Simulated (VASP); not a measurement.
## Ca: energy against volume

Ca (fcc, Fm-3m, 42.170 Å³/atom and stress up to 0.02 GPa in the relaxed cell, cube axes along x, y and z) under an equal strain ε along all three axes. PBE in VASP (plane waves, PAW), 480 eV, 14×14×14 Γ-centred mesh, Methfessel-Paxton smearing 0.10 eV.

Here V stands for volume and E for E less E0.

| volume (Å³/atom) | E less E0 (meV/atom) | pressure (GPa) |
|---|---|---|
| 39.6897 | 9.36 | 1.17 |
| 40.3003 | 5.37 | 0.86 |
| 40.9171 | 2.50 | 0.57 |
| 41.5402 | 0.72 | 0.29 |
| 42.1696 | 0.00 | 0.02 |
| 42.8053 | 0.30 | -0.23 |
| 43.4474 | 1.59 | -0.47 |
| 44.0959 | 3.83 | -0.70 |
| 44.7507 | 7.00 | -0.91 |
| 46.0799 | ? | ? |

### Question
Using the third-order Birch-Murnaghan form, a cubic in V^(-2/3), estimate the missing E at V = 46.0799 from the other rows, showing the fit.

### Answer
With u = V^(-2/3) - 0.0826, the rows have u = 0.0033438, 0.0024735, 0.0016164, 0.0007721, -0.0000595, -0.0008788, -0.0016859, -0.0024812, -0.0032646. Least squares gives E = 0.018 + 338.1·u + 746757·u² - 3657653·u³. Residuals (row less fit): -0.001, 0.002, 0.000, -0.003, -0.001, 0.000, 0.002, -0.002, 0.000; standard error 0.002 (degrees of freedom: 5). Its minimum lies at u = -0.0002260, so V0 = (0.0823740)^(-3/2) = 42.30. There d²E/du² = 1498000 and d³E/du³ = -2.195e7, so B0 = (4/9) × 42.30^(-7/3) × 1498000 × 0.160218 = 17.1 GPa (the last factor turns the table's units into GPa), and B0' = 4 + (2/3) × 0.0823740 × (-2.195e7)/1498000 = 3.2. B0' rests on the cubic coefficient alone and has a standard error of 0.1 from these residuals. At the withheld row, u = -0.0047977, so E = 0.018 + 338.1 × (-0.0047977) + 746757 × (-0.0047977)² - 3657653 × (-0.0047977)³ = 15.989 meV/atom. The calculation gives 15.98 meV/atom, 0.009 meV/atom below the prediction (0.1 % of the range of E in the table). The row lies outside the fitted rows, so this is an extrapolation. The scatter of the fitted rows lies at the last printed digit.

In a metal these values are sensitive to mesh and smearing; energies are taken to zero smearing, stresses follow the free energy. Other structures, which can take over under pressure, weren't tried. The same form fitted to the pressure column gives B0' = 3.2; series where the two differ by over 0.4 aren't shown. Rows are the converged runs of the series near zero and its far end, less any whose ions stayed unrelaxed beside relaxed ones; series whose fitted rows scatter by over a few per cent of the range, as at a crossing or softening among them, aren't shown in this form.
